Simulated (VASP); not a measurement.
The system is KMgF3.

```xyz
5
Lattice="3.9859 0.0000 0.0000 0.0000 3.9859 0.0000 0.0000 0.0000 3.9859" Properties=species:S:1:pos:R:3 pbc="T T T"
K     1.9929    1.9929    1.9929
Mg    0.0000    0.0000    0.0000
F     1.9929    0.0000    0.0000
F     0.0000    1.9929    0.0000
F     0.0000    0.0000    1.9929
```

| Quantity | Value |
| --- | --- |
| Program | VASP 6.6.1 |
| Task | relaxation of cell and atoms |
| Functional | PBE |
| Potentials or basis | VASP PAW PBE potentials, release 64 (K_sv, Mg, F) |
| Cutoff | 600 eV |
| k mesh | 5 × 5 × 5 |
| Occupations | fermi-dirac, width 0.1 eV |
| Spin | no spin polarisation |

At the start: pressure 3.2 GPa; volume 12.67 Å³/atom.

**Question.** Where does the relaxation end?

**Answer.** Over 3 steps the energy falls by 5.5 meV/atom and the volume is 13.24 Å³/atom (+4.5 %); space group Pm-3m (No. 221, to 0.05 Å).

Step by step:
```csv
step,energy change (eV),largest force (eV/Å),pressure (GPa),volume (Å³)
1,0.0000,0.0000,3.25,63.33
2,-0.0269,0.0000,0.47,65.71
3,-0.0276,0.0000,-0.02,66.18
```

Final structure:
```
K Mg F
1.0
     4.04498    0.00000    0.00000
     0.00000    4.04498    0.00000
     0.00000    0.00000    4.04498
K Mg F
1 1 3
Direct
  0.50000 0.50000 0.50000
  0.00000 0.00000 0.00000
  0.50000 0.00000 0.00000
  0.00000 0.50000 0.00000
  0.00000 0.00000 0.50000
```
